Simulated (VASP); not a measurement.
Computed with SCAN meta-GGA, VASP's PBE PAW potentials (set 64) (plane waves; VASP 6.6.1).

Input for VASP

### KPOINTS
```
Automatic mesh
0
Gamma
5 5 5
0 0 0
```

### POSCAR
```
BaTiO3
1
    3.9837729849     0.0000000000    -0.0000000000
    0.0000000000     3.9837729849    -0.0000000000
    0.0000000000     0.0000000000     3.9837729849
Ba Ti O
1 1 3
Direct
  0.0000000000   0.0000000000   0.0000000000
  0.5000000000   0.5000000000   0.5000000000
  0.5000000000   0.0000000000   0.5000000000
  0.0000000000   0.5000000000   0.5000000000
  0.5000000000   0.5000000000   0.0000000000
```

**INCAR**
```
! general
SYSTEM  = BaTiO3
PREC    = Accurate
ENCUT   = 520
LREAL   = .FALSE.
LASPH   = .TRUE.   ! aspherical one-centre terms

! electronic loop
EDIFF   = 1E-6   ! SCF stop (eV)
NELM    = 100
ALGO    = Normal   ! blocked Davidson
LMAXMIX = 4
LMIXTAU = .TRUE.

! smearing
ISMEAR  = 0   ! Gaussian
SIGMA   = 0.05   ! width (eV)

! functional
METAGGA = SCAN

! ions
IBRION  = 2   ! conjugate gradients
NSW     = 60   ! most ionic steps
ISIF    = 3   ! ions, shape and volume
EDIFFG  = -0.02   ! ionic stop

! output
LWAVE   = .FALSE.
LCHARG  = .FALSE.
```

POTCAR, in this order: Ba_sv Ti_sv O (PBE.64 set). Program: vasp_std.

The resulting files:

**OSZICAR**
```
       N       E                     dE             d eps       ncg     rms          rms(c)
DAV:   1     0.417382362028E+03    0.41738E+03   -0.22012E+04   480   0.186E+03
DAV:   2    -0.684931087469E+02   -0.48588E+03   -0.47901E+03   600   0.513E+02
DAV:   3    -0.112373582763E+03   -0.43880E+02   -0.43830E+02   720   0.149E+02
DAV:   4    -0.114437672091E+03   -0.20641E+01   -0.20633E+01   672   0.281E+01
DAV:   5    -0.114524089210E+03   -0.86417E-01   -0.86416E-01   696   0.398E+00    0.239E+01
DAV:   6    -0.899272707821E+02    0.24597E+02   -0.49912E+01   720   0.785E+01    0.738E+00
DAV:   7    -0.909254733212E+02   -0.99820E+00   -0.69259E+00   584   0.197E+01    0.449E+00
DAV:   8    -0.933094920382E+02   -0.23840E+01   -0.19572E+00   568   0.127E+01    0.207E+00
DAV:   9    -0.910493018027E+02    0.22602E+01   -0.11541E+00   528   0.942E+00    0.979E-01
DAV:  10    -0.913333353510E+02   -0.28403E+00   -0.29755E-01   752   0.429E+00    0.589E-01
DAV:  11    -0.913275075273E+02    0.58278E-02   -0.28355E-02   568   0.178E+00    0.104E-01
DAV:  12    -0.913304114574E+02   -0.29039E-02   -0.27747E-02   504   0.180E+00    0.137E-01
DAV:  13    -0.913359886486E+02   -0.55772E-02   -0.50447E-03   480   0.795E-01    0.930E-02
DAV:  14    -0.913366768241E+02   -0.68818E-03   -0.72802E-04   576   0.299E-01    0.521E-02
DAV:  15    -0.913368514867E+02   -0.17466E-03   -0.41287E-04   480   0.211E-01    0.177E-02
DAV:  16    -0.913368927802E+02   -0.41294E-04   -0.65613E-05   592   0.747E-02    0.947E-03
DAV:  17    -0.913368853327E+02    0.74476E-05   -0.50814E-06   520   0.212E-02    0.831E-03
DAV:  18    -0.913369028466E+02   -0.17514E-04   -0.12024E-05   544   0.373E-02    0.264E-03
DAV:  19    -0.913369058215E+02   -0.29750E-05   -0.93580E-07   288   0.111E-02    0.166E-03
DAV:  20    -0.913369059841E+02   -0.16259E-06   -0.14941E-07   288   0.472E-03
   1 F= -.91336906E+02 E0= -.91336906E+02  d E =-.913369E+02
       N       E                     dE             d eps       ncg     rms          rms(c)
DAV:   1    -0.915441114373E+02   -0.20721E+00   -0.73995E+00   560   0.283E+01    0.393E+00
DAV:   2    -0.913509846080E+02    0.19313E+00   -0.84578E-01   576   0.879E+00    0.152E+00
DAV:   3    -0.913257625963E+02    0.25222E-01   -0.34023E-01   512   0.362E+00    0.361E-01
DAV:   4    -0.913290981488E+02   -0.33356E-02   -0.57546E-02   552   0.202E+00    0.315E-01
DAV:   5    -0.913312381200E+02   -0.21400E-02   -0.51275E-03   720   0.583E-01    0.179E-01
DAV:   6    -0.913329122183E+02   -0.16741E-02   -0.63057E-03   688   0.514E-01    0.161E-01
DAV:   7    -0.913334218882E+02   -0.50967E-03   -0.14683E-03   520   0.363E-01    0.346E-02
DAV:   8    -0.913337344583E+02   -0.31257E-03   -0.26359E-04   512   0.162E-01    0.186E-02
DAV:   9    -0.913337342892E+02    0.16909E-06   -0.66716E-05   720   0.456E-02    0.208E-02
DAV:  10    -0.913336832130E+02    0.51076E-04   -0.37022E-05   568   0.638E-02    0.759E-03
DAV:  11    -0.913336894339E+02   -0.62209E-05   -0.19534E-05   536   0.489E-02    0.265E-03
DAV:  12    -0.913336893313E+02    0.10257E-06   -0.14855E-06   328   0.117E-02
   2 F= -.91333689E+02 E0= -.91333689E+02  d E =0.321665E-02
       N       E                     dE             d eps       ncg     rms          rms(c)
DAV:   1    -0.914119624220E+02   -0.78273E-01   -0.22203E+00   576   0.153E+01    0.218E+00
DAV:   2    -0.913503048489E+02    0.61658E-01   -0.23809E-01   576   0.457E+00    0.836E-01
DAV:   3    -0.913414290500E+02    0.88758E-02   -0.87866E-02   568   0.197E+00    0.185E-01
DAV:   4    -0.913424557263E+02   -0.10267E-02   -0.14324E-02   512   0.101E+00    0.123E-01
DAV:   5    -0.913434032966E+02   -0.94757E-03   -0.38038E-03   720   0.580E-01    0.709E-02
DAV:   6    -0.913438906726E+02   -0.48738E-03   -0.11582E-03   648   0.180E-01    0.863E-02
DAV:   7    -0.913440521150E+02   -0.16144E-03   -0.27522E-04   608   0.169E-01    0.213E-02
DAV:   8    -0.913441567140E+02   -0.10460E-03   -0.11541E-04   520   0.114E-01    0.842E-03
DAV:   9    -0.913441651511E+02   -0.84371E-05   -0.47714E-05   616   0.570E-02    0.576E-03
DAV:  10    -0.913441774885E+02   -0.12337E-04   -0.12578E-05   496   0.380E-02    0.315E-03
DAV:  11    -0.913441786635E+02   -0.11751E-05   -0.26519E-06   480   0.133E-02    0.218E-03
DAV:  12    -0.913441785049E+02    0.15860E-06   -0.14826E-07   264   0.367E-03
   3 F= -.91344179E+02 E0= -.91344179E+02  d E =-.727252E-02
```

**OUTCAR**
```
------------------------ aborting loop because EDIFF is reached ----------------------------------------
  FORCE on cell =-STRESS in cart. coord.  units (eV):
  Direction    XX          YY          ZZ          XY          YZ          ZX
  --------------------------------------------------------------------------------------
  Total        0.0296443      0.0296443      0.0296443      0.0000000      0.0000000     -0.0000000
  in kB        0.7410495      0.7410495      0.7410495      0.0000000      0.0000000     -0.0000000
  external PRESSURE =       0.7410495 kB  Pullay stress =       0.0000000 kB
  volume of cell :       64.09
      direct lattice vectors                 reciprocal lattice vectors
     4.001916873  0.000000000  0.000000000     0.249880253 -0.000000000  0.000000000
     0.000000000  4.001916873  0.000000000    -0.000000000  0.249880253  0.000000000
    -0.000000000 -0.000000000  4.001916873    -0.000000000 -0.000000000  0.249880253
 POSITION                                       TOTAL-FORCE (eV/Angst)
 -----------------------------------------------------------------------------------
      0.00000      0.00000      0.00000        -0.000000     -0.000000      0.000000
      2.00096      2.00096      2.00096         0.000000      0.000000      0.000000
      2.00096     -0.00000      2.00096         0.000000      0.000000      0.000000
     -0.00000      2.00096      2.00096         0.000000      0.000000      0.000000
      2.00096      2.00096      0.00000        -0.000000     -0.000000      0.000000
 -----------------------------------------------------------------------------------
    total drift:                                0.000000      0.000000     -0.000000
  FREE ENERGIE OF THE ION-ELECTRON SYSTEM (eV)
  ---------------------------------------------------
  free  energy   TOTEN  =       -91.3441785049 eV

  energy  without entropy=      -91.3441785049  energy(sigma->0) =      -91.34417850

 reached required accuracy - stopping structural energy minimisation
```
(Selected blocks of OUTCAR.)

CONTCAR:
```
BaTiO3
   1.00000000000000
     4.0019168727635144    0.0000000000000000    0.0000000000000000
     0.0000000000000000    4.0019168727635144    0.0000000000000000
    -0.0000000000000000   -0.0000000000000000    4.0019168727635144
  Ba              Ti              O
     1     1     3
Direct
     0.0000000000000000    0.0000000000000000    0.0000000000000000
     0.5000000000000000    0.5000000000000000    0.5000000000000000
     0.5000000000000000    0.0000000000000000    0.5000000000000000
     0.0000000000000000    0.5000000000000000    0.5000000000000000
     0.5000000000000000    0.5000000000000000    0.0000000000000000
```

The compound is BaTiO3 in the cubic perovskite structure, the ideal cubic form; the compound distorts at low or room temperature. This run relaxes it. Symmetry was kept, so distortions that lower it aren't found.
